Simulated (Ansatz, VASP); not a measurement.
# Ta2O5: VASP beside Ansatz, part 2 of 2

One calculation is typed for both programs; each brings its own data sets. How far apart do they land? The cell is taken from a series of runs on this material, whose earlier steps may have relaxed, scaled, displaced or heated it; both programs get it as it stands.

VASP 6.6.1 and Ansatz 0.2.0.

So far. Step 3 (VASP: single point, LDA, pair 1): The run ends at a pressure of -2.59 GPa, with forces up to 0.065 eV/Å.

### Step 5. VASP: single point, LDA, pair 2

Level of this step: LDA; plane waves and PAW (Ta_pv, O) (VASP).

With cell and atoms fixed, the geometry can't cause a difference; cores, projectors, grids and the points listed under the comparison can. The cell compared in this pair holds 96.07 Å³, against 90.77 Å³ for the pair before.

File INCAR:

```
SYSTEM = Ta2O5
PREC = Accurate
ENCUT = 520
EDIFF = 1E-06
NELM = 120
ISMEAR = 0
SIGMA = 0.01
LREAL = .FALSE.
ALGO = Normal
GGA = PW92
NBANDS = 33
LASPH = .TRUE.
LORBIT = 11
LWAVE = .FALSE.
LCHARG = .FALSE.
ISIF = 2
GGA_COMPAT = .FALSE.
EFERMI = MIDGAP
KPAR = 2
```

File POSCAR:

```
Ta2O5
1.0
    3.8313909623      0.0000000000     -0.0293847505
    0.0000000000      3.8534228304      0.0000000000
   -1.8641420831      0.0000000000      6.5211695107
Ta O
2 5
Direct
    0.6458570225      0.0000000000      0.7915764560
    0.3541429775      0.0000000000      0.2084235440
    0.6502462089      0.5000000000      0.8000199967
    0.3497537911      0.5000000000      0.1999800033
    0.1850975352      0.0000000000      0.8700300872
    0.8149024648      0.0000000000      0.1299699128
    0.5000000000      0.0000000000      0.5000000000
```

File KPOINTS:

```
Automatic mesh
0
Gamma
4 4 2
0 0 0
```

The projector-augmented-wave data sets are Ta_pv and O (LDA family, release 64).

Run with:

```sh
$ mpirun -np 2 vasp_std
```

Numbers of over 12 decimals in the logs are rounded to 6 here.

What it wrote:

```text
[banner, memory and clock lines left out]
running    2 mpi-ranks, on    1 nodes
[...]
[... a notice as in an earlier step ...]

 LDA part: xc-table for (Slater(with rela. corr.)+PW92), standard interpolation
 POSCAR, INCAR and KPOINTS ok, starting setup
[...]
entering main loop
       N       E                     dE             d eps       ncg     rms          rms(c)
DAV:   1     0.457544327915E+03    0.45754E+03   -0.29534E+04  1188   0.156E+03
DAV:   2    -0.590895487148E+02   -0.51663E+03   -0.50318E+03  1480   0.430E+02
DAV:   3    -0.884587843238E+02   -0.29369E+02   -0.29262E+02  1453   0.106E+02
DAV:   4    -0.888255288661E+02   -0.36674E+00   -0.36633E+00  1447   0.132E+01
[...]
DAV:  12    -0.741946942600E+02   -0.13709E-05   -0.18197E-04  1299   0.104E-01    0.421E-02
DAV:  13    -0.741947031858E+02   -0.89258E-05   -0.14140E-05  1421   0.257E-02    0.441E-03
DAV:  14    -0.741947039700E+02   -0.78421E-06   -0.20039E-06  1165   0.967E-03
   1 F= -.74194704E+02 E0= -.74194704E+02  d E =0.000000E+00
```

From OUTCAR (step 5):

```text
  Total       -1.6987566     -1.2914332     -1.7905112      0.0000000      0.0000000     -0.0329498
  in kB      -28.3312862    -21.5380854    -29.8615395      0.0000000      0.0000000     -0.5495260
  external PRESSURE =     -26.5769704 kB  Pullay stress =       0.0000000 kB

 POSITION                                       TOTAL-FORCE (eV/Angst)
 -----------------------------------------------------------------------------------
      0.99892      0.00000      5.14303         0.014644     -0.000000      0.106124
      0.96833      0.00000      1.34876        -0.014644     -0.000000     -0.106124
      1.00000      1.92671      5.19796         0.000188      0.000000      0.054308
      0.96725      1.92671      1.29383        -0.000188     -0.000000     -0.054308
     -0.91268      0.00000      5.66817        -0.019009     -0.000000      0.074979
      2.87993      0.00000      0.82361         0.019009     -0.000000     -0.074979
      0.98362      0.00000      3.24589         0.000000     -0.000000     -0.000000
 -----------------------------------------------------------------------------------
    total drift:                                0.000000      0.000000     -0.000000

  FREE ENERGIE OF THE ION-ELECTRON SYSTEM (eV)
  ---------------------------------------------------
  free  energy   TOTEN  =       -74.1947039700 eV

  energy  without entropy=      -74.1947039700  energy(sigma->0) =      -74.19470397

[... 1 part as in an earlier step ...]

[... 2 further parts left out ...]
[key lines of the parts left out:]
E-fermi :   1.8562
```

The run ends at a pressure of -2.66 GPa, with forces up to 0.11 eV/Å.

### Step 6. Ansatz: single point, LDA, pair 2

The same cell, functional (in two slightly different forms) and mesh now go to Ansatz.

The cell is taken from a series of runs on this material, whose earlier steps may have relaxed, scaled, displaced or heated it; both programs get it as it stands.

File input.yaml:

```yaml
crystal:
  lattice:
    - [3.8313909623, 0.0, -0.0293847505]
    - [0.0, 3.8534228304, 0.0]
    - [-1.8641420831, 0.0, 6.5211695107]
  atoms:
    - { symbol: Ta, position: [0.6458570225, 0.0, 0.791576456] }
    - { symbol: Ta, position: [0.3541429775, 0.0, 0.208423544] }
    - { symbol: O, position: [0.6502462089, 0.5, 0.8000199967] }
    - { symbol: O, position: [0.3497537911, 0.5, 0.1999800033] }
    - { symbol: O, position: [0.1850975352, 0.0, 0.8700300872] }
    - { symbol: O, position: [0.8149024648, 0.0, 0.1299699128] }
    - { symbol: O, position: [0.5, 0.0, 0.5] }
kpoints:
  mp_grid: { grid: [4, 4, 2] }
hamiltonian:
  xc: lda
  pseudopotentials: { kind: paw, source: ansatz, frozen_core: stored }
scf:
  occupations: { method: fixed }
  lower_state_search: "off"
  convergence: { dr2_threshold: 1.0e-09 }
output:
  embedding: [{ level: hf }]
basis:
  ecutwfc: 1000
```

Run with:

```sh
$ ansatz run input.yaml --threads 4 --pin off --max-ram 18432MiB --backend cpu --events-out ev --progress --plain --runs-dir out
```

What it wrote:

```text
[...]
Crystal: 7 atoms, lattice volume = 96.067 Å³
Basis set: ecut = 1000 eV, 6883 PW (Γ)
Bands: 51, of which v1, the nominal top of the filled ones, is band 42 counted from 1 (41 counted from 0)
Symmetry: 4 space group operations
[...]
k-points: 18 of 32
[...]
k-point 2: bands = [... 38 lower, 6.3980, 6.8602, 6.9561, 7.6809, 12.1705, 12.5810, 12.6472, 12.7248, ... 5 higher]
  k-point 17: bands = [... 38 lower, 6.3750, 7.6806, 8.2557, 8.3565, 11.5205, 13.3610, 13.9304, 14.5530, ... 5 higher]
[...]
hf on the whole cell: 42 occupied orbitals
[...]
E of the run      =    -35845.304133 eV
  E with the levels =    -36108.503080 eV; the forces and the stress are the run's own
[key lines of the parts left out:]
SCF converged after 14 iterations
Free energy (F): -35845.304133 eV
Fermi energy:    8.356459 eV
```

### Step 7. Differences

What differs besides the data sets and the points named for the pairs above, as far as they apply: the data sets hold 84 valence electrons in Ansatz (on PAW files that the input asks for by source) and 52 in VASP. Total energies have different zeros and are not compared.

The two programs side by side:

```tsv
quantity	Ansatz	VASP	difference
gap on the k mesh (eV)	2.101	2.042	+0.059
```

A gap on the mesh is an upper bound, since the band edges may lie between its points; neither run holds spin-orbit coupling, which can move the band edges of a compound of Ta.

### Step 8. VASP: single point, LDA, pair 3

With cell and atoms fixed, the geometry can't cause a difference; cores, projectors, grids and the points listed under the comparison can. The cell compared in this pair holds 130.98 Å³, against 96.07 Å³ for the pair before.

INCAR is that of step 5.

File POSCAR:

```
Ta2O5
1.0
   -2.6221613017      2.6221613017      4.7625340212
    2.6221613017     -2.6221613017      4.7625340212
    2.6221613017      2.6221613017     -4.7625340212
Ta O
2 5
Direct
    0.1974702094      0.1974702094      0.0000000000
    0.8025297906      0.8025297906      0.0000000000
    0.0000000000      0.0000000000      0.0000000000
    0.5000000000      0.0000000000      0.0000000000
    0.0000000000      0.5000000000      0.0000000000
    0.0000000000      0.0000000000      0.5000000000
    0.5000000000      0.5000000000      0.5000000000
```

File KPOINTS:

```
Automatic mesh
0
Gamma
6 6 6
0 0 0
```

Run with:

```sh
$ mpirun -np 2 vasp_std
```

What it wrote:

```text
[... set-up lines as in an earlier step ...]
 entering main loop
       N       E                     dE             d eps       ncg     rms          rms(c)
DAV:   1     0.441899660444E+03    0.44190E+03   -0.28165E+04  2020   0.148E+03
DAV:   2    -0.573238286843E+02   -0.49922E+03   -0.48690E+03  2602   0.397E+02
DAV:   3    -0.878407665051E+02   -0.30517E+02   -0.30409E+02  2251   0.102E+02
DAV:   4    -0.883098058835E+02   -0.46904E+00   -0.46793E+00  2494   0.136E+01
[...]
DAV:  13    -0.729119245201E+02   -0.36141E-04   -0.51444E-05  2656   0.514E-02    0.998E-03
DAV:  14    -0.729119256766E+02   -0.11565E-05   -0.56368E-06  2672   0.162E-02    0.402E-03
DAV:  15    -0.729119259957E+02   -0.31907E-06   -0.72840E-07  1768   0.488E-03
   1 F= -.72911926E+02 E0= -.72911926E+02  d E =0.000000E+00
```

From OUTCAR (step 8):

```text
  Total       -1.5436405     -1.5436405     -0.8942026      0.0000000      0.0000000      0.0000000
  in kB      -18.8816463    -18.8816463    -10.9377910      0.0000000      0.0000000      0.0000000
  external PRESSURE =     -16.2336945 kB  Pullay stress =       0.0000000 kB

 POSITION                                       TOTAL-FORCE (eV/Angst)
 -----------------------------------------------------------------------------------
      0.00000      0.00000      1.88092        -0.000000     -0.000000     -0.102553
      0.00000      0.00000      7.64415         0.000000      0.000000      0.102553
      0.00000      0.00000      0.00000         0.000000      0.000000      0.000000
     -1.31108      1.31108      2.38127         0.000000      0.000000      0.000000
      1.31108     -1.31108      2.38127         0.000000      0.000000      0.000000
      1.31108      1.31108     -2.38127         0.000000      0.000000      0.000000
      1.31108      1.31108      2.38127         0.000000      0.000000      0.000000
 -----------------------------------------------------------------------------------
    total drift:                                0.000000      0.000000     -0.000000

  FREE ENERGIE OF THE ION-ELECTRON SYSTEM (eV)
  ---------------------------------------------------
  free  energy   TOTEN  =       -72.9119259957 eV

  energy  without entropy=      -72.9119259957  energy(sigma->0) =      -72.91192600

[... 3 further parts left out ...]
[key lines of the parts left out:]
E-fermi :   0.4595
```

The run ends at a pressure of -1.62 GPa, with forces up to 0.10 eV/Å.

### Step 9. Ansatz: single point, LDA, pair 3

The same cell, functional (in two slightly different forms) and mesh now go to Ansatz, which takes its cutoff from its data sets.

The cell is taken from a series of runs on this material, whose earlier steps may have relaxed, scaled, displaced or heated it; both programs get it as it stands.

File input.yaml:

```yaml
crystal:
  lattice:
    - [-2.6221613017, 2.6221613017, 4.7625340212]
    - [2.6221613017, -2.6221613017, 4.7625340212]
    - [2.6221613017, 2.6221613017, -4.7625340212]
  atoms:
    - { symbol: Ta, position: [0.1974702094, 0.1974702094, 0.0] }
    - { symbol: Ta, position: [0.8025297906, 0.8025297906, 0.0] }
    - { symbol: O, position: [0.0, 0.0, 0.0] }
    - { symbol: O, position: [0.5, 0.0, 0.0] }
    - { symbol: O, position: [0.0, 0.5, 0.0] }
    - { symbol: O, position: [0.0, 0.0, 0.5] }
    - { symbol: O, position: [0.5, 0.5, 0.5] }
kpoints:
  mp_grid: { grid: [6, 6, 6] }
hamiltonian:
  xc: lda
  pseudopotentials: { kind: paw, source: ansatz }
scf:
  occupations: { method: fixed }
  n_extra_bands: 6
  lower_state_search: "off"
  convergence: { dr2_threshold: 1.0e-09 }
output:
  eigenvalues: true
```

Run with:

```sh
$ ansatz run input.yaml --threads 4 --pin off --max-ram 18432MiB --backend cpu --events-out ev --progress --plain --runs-dir out
```

What it wrote:

```text
[...]
Crystal: 7 atoms, lattice volume = 130.984 Å³
Basis set: ecut = 930 eV, 8387 PW (Γ)
Bands: 48, of which v1, the nominal top of the filled ones, is band 42 counted from 1 (41 counted from 0)
Symmetry: 16 space group operations
[...]
k-points: 30 of 216
[...]
--- Band table (eV; the first three rows and the last of 30) ---
  k-point 0: bands = [... 38 lower, 3.7107, 4.0194, 4.0194, 5.1929, 6.7911, 7.1105, 7.1105, 7.6705, ... 2 higher]
  k-point 1: bands = [... 38 lower, 3.3396, 3.4203, 3.7136, 4.8828, 7.1326, 7.6835, 7.9470, 7.9567, ... 2 higher]
  k-point 2: bands = [... 38 lower, 2.9703, 3.1825, 3.2470, 3.9463, 7.1521, 8.5238, 9.1444, 9.4570, ... 2 higher]
  k-point 29: bands = [... 38 lower, 3.6638, 3.9664, 3.9664, 5.1920, 6.9180, 9.0029, 9.0029, 9.9932, ... 2 higher]
[key lines of the parts left out:]
SCF converged after 13 iterations
Free energy (F): -35844.056664 eV
Fermi energy:    5.192876 eV
```

### Step 10. Side by side

What differs besides the data sets and the points named for the pairs above, as far as they apply: the data sets hold 84 valence electrons in Ansatz (on PAW files that the input asks for by source) and 52 in VASP; the cutoff is 930 eV in Ansatz and 520 eV in VASP. Total energies have different zeros and are not compared.

The two programs side by side:

```tsv
quantity	Ansatz	VASP	difference
gap on the k mesh (eV)	1.598	1.544	+0.054
```

A gap on the mesh is an upper bound, since the band edges may lie between its points; neither run holds spin-orbit coupling, which can move the band edges of a compound of Ta.

### Step 11. Results

```json
{
 "difference in gap on the k mesh (single point, LDA, pair 1)": "0.072 eV",
 "difference in gap on the k mesh (single point, LDA, pair 2)": "0.059 eV",
 "difference in gap on the k mesh (single point, LDA, pair 3)": "0.054 eV"
}
```

In words: The difference in gap on the k mesh is 0.072 eV (single point, LDA, pair 1), within the 0.08 eV picked in this series as the mark of a large difference. The data sets hold unlike numbers of valence electrons (84 in Ansatz and 52 in VASP), so part of the differences comes from the potentials. 4 further runs of this series are not shown here. Such differences can come from data sets, numerical settings and the points named under the comparisons, not from the functional's error against experiment.

[Lines on the potential files, build, host, timing and source positions are cut from VASP's logs without a mark.]

[Logs are printed without paths, hosts, clocks, repeated set-up lines and the standing remarks that a program may print on its own settings, such as how far it seeks lower states.]

[Hosts, paths, dates, database ids (printed as entryN), source tags and the programs' standing remarks are cut or masked in the printed files.]
